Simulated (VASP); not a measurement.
Method: LDA (Ceperley-Alder, Perdew-Zunger), VASP's LDA PAW potentials (set 64) (plane waves; VASP).

VASP ran on this input.

INCAR:
```
SYSTEM  =  CdSe
PREC  =  Accurate; ENCUT  =  400; LREAL  =  .False.
LASPH  =  .True.; NBANDS  =  39
EDIFF  =  1E-7; NELM  =  100; ALGO  =  Normal
LMAXMIX  =  4
ISMEAR  =  0; SIGMA  =  0.01
LWAVE  =  .False.; LCHARG  =  .False.; NEDOS  =  1001
LOPTICS  =  .True.; CSHIFT  =  0.1
```

KPOINTS:
```
Automatic mesh
0
Gamma
17 17 17
0 0 0
```

**POSCAR**
```
CdSe
1
    0.0000000000     3.0057119327     3.0057119327
    3.0057119327     0.0000000000     3.0057119327
    3.0057119327     3.0057119327    -0.0000000000
Cd Se
1 1
Direct
  0.0000000000   0.0000000000   0.0000000000
  0.2500000000   0.2500000000   0.2500000000
```

POTCAR, in this order: Cd Se (LDA.64 set). Program: vasp_std.

What VASP printed:

OUTCAR:
```
 ion  position               nearest neighbor table
   1  0.000  0.000  0.000-   2 2.60   2 2.60   2 2.60   2 2.60
   2  0.250  0.250  0.250-   1 2.60   1 2.60   1 2.60   1 2.60
  LATTYP: Found a face centered cubic cell.
 ALAT       =     6.0114238654
 Subroutine PRICEL returns:
 Original cell was already a primitive cell.
 Subroutine GETGRP returns: Found 24 space group operations
The static configuration has the point symmetry T_d .
The dynamic configuration has the point symmetry T_d .
 Subroutine INISYM returns: Found 24 space group operations
 Subroutine IBZKPT returns following result:
 Found    165 irreducible k-points:

 Following reciprocal coordinates:
            Coordinates               Weight
  0.000000  0.000000  0.000000      1.000000
  0.058824  0.000000  0.000000      8.000000
  0.117647  0.000000  0.000000      8.000000
  0.176471  0.000000  0.000000      8.000000
  0.235294  0.000000  0.000000      8.000000
  0.294118  0.000000  0.000000      8.000000
  0.352941  0.000000  0.000000      8.000000
  0.411765  0.000000  0.000000      8.000000
  0.470588  0.000000  0.000000      8.000000
  0.058824  0.058824  0.000000      6.000000
  0.117647  0.058824  0.000000     24.000000
  0.176471  0.058824  0.000000     24.000000
  0.235294  0.058824  0.000000     24.000000
  0.294118  0.058824  0.000000     24.000000
  0.352941  0.058824  0.000000     24.000000
  0.411765  0.058824  0.000000     24.000000
  0.470588  0.058824  0.000000     24.000000
 -0.470588  0.058824  0.000000     24.000000
 -0.411765  0.058824  0.000000     24.000000
 -0.352941  0.058824  0.000000     24.000000
 -0.294118  0.058824  0.000000     24.000000
 -0.235294  0.058824  0.000000     24.000000
 -0.176471  0.058824  0.000000     24.000000
 -0.117647  0.058824  0.000000     24.000000
 -0.058824  0.058824  0.000000     12.000000
  0.117647  0.117647  0.000000      6.000000
  0.176471  0.117647  0.000000     24.000000
  0.235294  0.117647  0.000000     24.000000
  0.294118  0.117647  0.000000     24.000000
  0.352941  0.117647  0.000000     24.000000
  0.411765  0.117647  0.000000     24.000000
  0.470588  0.117647  0.000000     24.000000
 -0.470588  0.117647  0.000000     24.000000
 -0.411765  0.117647  0.000000     24.000000
 -0.352941  0.117647  0.000000     24.000000
 -0.294118  0.117647  0.000000     24.000000
 -0.235294  0.117647  0.000000     24.000000
 -0.176471  0.117647  0.000000     24.000000
 -0.117647  0.117647  0.000000     12.000000
  0.176471  0.176471  0.000000      6.000000
   k-points           NKPTS =    165   k-points in BZ     NKDIM =    165   number of bands    NBANDS=     39
   number of dos      NEDOS =   1001   number of ions     NIONS =      2
   total plane-waves  NPLWV =  21952
   dimension x,y,z NGX =    28 NGY =   28 NGZ =   28
   dimension x,y,z NGXF=    56 NGYF=   56 NGZF=   56
   ions per type =               1   1
   PREC   = accura    normal or accurate (medium, high low for compatibility)
   ISTART =      0    job   : 0-new  1-cont  2-samecut
   ICHARG =      2    charge: 1-file 2-atom 10-const
   ISPIN  =      1    spin polarized calculation?
   LNONCOLLINEAR =      F non collinear calculations
   LSORBIT =      F    spin-orbit coupling
   INIWAV =      1    electr: 0-lowe 1-rand  2-diag
   ENCUT  =  400.0 eV  29.40 Ry    5.42 a.u.   6.93  6.93  6.93*2*pi/ulx,y,z
   NELM   =    100;   NELMIN=  2; NELMDL= -5     # of ELM steps
   EDIFF  = 0.1E-06   stopping-criterion for ELM
   LREAL  =      F    real-space projection
   NLSPLINE    = F    spline interpolate recip. space projectors
   LMAXMIX     =    4 max onsite mixed and CHGCAR
...
```

File OSZICAR:
```
       N       E                     dE             d eps       ncg     rms          rms(c)
DAV:   1     0.127321542020E+03    0.12732E+03   -0.62260E+03 13502   0.337E+02
DAV:   2    -0.835148432544E+00   -0.12816E+03   -0.11119E+03 14985   0.125E+02
DAV:   3    -0.710864466579E+01   -0.62735E+01   -0.62199E+01 15909   0.303E+01
DAV:   4    -0.713163558096E+01   -0.22991E-01   -0.22988E-01 14830   0.195E+00
DAV:   5    -0.713170247600E+01   -0.66895E-04   -0.66894E-04 15315   0.902E-02    0.707E+00
DAV:   6    -0.679530917444E+01    0.33639E+00   -0.13953E-01 15349   0.380E+00    0.533E+00
DAV:   7    -0.676374967326E+01    0.31560E-01   -0.39698E-02 15731   0.834E-01    0.229E+00
DAV:   8    -0.676077119770E+01    0.29785E-02   -0.96017E-03 14725   0.539E-01    0.178E-01
DAV:   9    -0.676057660071E+01    0.19460E-03   -0.40635E-04 15592   0.130E-01    0.707E-02
DAV:  10    -0.676056988311E+01    0.67176E-05   -0.39184E-05 14959   0.281E-02    0.366E-02
DAV:  11    -0.676057269345E+01   -0.28103E-05   -0.21315E-06 15378   0.572E-03    0.504E-03
DAV:  12    -0.676057273873E+01   -0.45281E-07   -0.17915E-07 15386   0.163E-03
   1 F= -.67605727E+01 E0= -.67605727E+01  d E =-.256547E-23
 imaginary and real dielectric function
```

OUTCAR:
```
------------------------ aborting loop because EDIFF is reached ----------------------------------------
  FORCE on cell =-STRESS in cart. coord.  units (eV):
  Direction    XX          YY          ZZ          XY          YZ          ZX
  --------------------------------------------------------------------------------------
  Total       -0.0057685     -0.0057685     -0.0057685      0.0000000     -0.0000000      0.0000000
  in kB       -0.1701761     -0.1701761     -0.1701761      0.0000000     -0.0000000      0.0000000
  external PRESSURE =      -0.1701761 kB  Pullay stress =       0.0000000 kB
  volume of cell :       54.31
      direct lattice vectors                 reciprocal lattice vectors
     0.000000000  3.005711933  3.005711933    -0.166349940  0.166349940  0.166349940
     3.005711933  0.000000000  3.005711933     0.166349940 -0.166349940  0.166349940
     3.005711933  3.005711933  0.000000000     0.166349940  0.166349940 -0.166349940
  FREE ENERGIE OF THE ION-ELECTRON SYSTEM (eV)
  ---------------------------------------------------
  free  energy   TOTEN  =        -6.7605727387 eV

  energy  without entropy=       -6.7605727387  energy(sigma->0) =       -6.76057274

 plasma frequency squared (from intraband transitions) (eV^2)
  --------------------------------------------------------------------------------------
       0.000       0.000      -0.000
       0.000       0.000      -0.000
      -0.000      -0.000       0.000

 plasma frequency squared (from interband transitions, int dw w eps(2)(w)) (eV^2)
  --------------------------------------------------------------------------------------
     325.347       0.000      -0.000       0.000       0.000      -0.000
      -0.000      -0.000     325.347       0.000      -0.000       0.000
       0.000       0.000      -0.000      -0.000     325.347       0.000
```
(Selected blocks of OUTCAR.)

The dielectric response may not be converged in the k-mesh; for small gaps it tends to come out too large.

The compound is CdSe in the zinc blende structure, whereas wurtzite is the usual form. It was relaxed first.
